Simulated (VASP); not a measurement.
A cell of Pt (fcc) near equilibrium:

```xyz
1
Lattice="0.0000 1.9711 1.9711 1.9711 0.0000 1.9711 1.9711 1.9711 0.0000" Properties=species:S:1:pos:R:3 pbc="T T T"
Pt     0.0000     0.0000     0.0000
```

The numbers are results of r2SCAN meta-GGA, VASP's PBE PAW potentials (set 64) (plane waves; VASP), not measurements.

| run | ΔE (meV/atom) | σxx | σyy | σzz | largest shear component, with its sign (GPa) | largest force (eV/Å) |
|---|---|---|---|---|---|---|
| as it is | 0.0 | 0.03 | 0.03 | 0.03 | 0.00 | 0.000 |
| after one change | 16.3 | 8.11 | 8.11 | 11.49 | 0.00 | 0.000 |
Stress is in GPa, positive when the cell is compressed.

Task: Name the change that produced these shifts.
(A) biaxial strain of -2.0 % in the xy plane
(B) isotropic strain of +1.0 %
(C) uniaxial strain of -3.0 % along z
(D) biaxial strain of -4.0 % in the xy plane

Result: C, uniaxial strain of -3.0 % along z

The compound is Pt in the fcc structure.
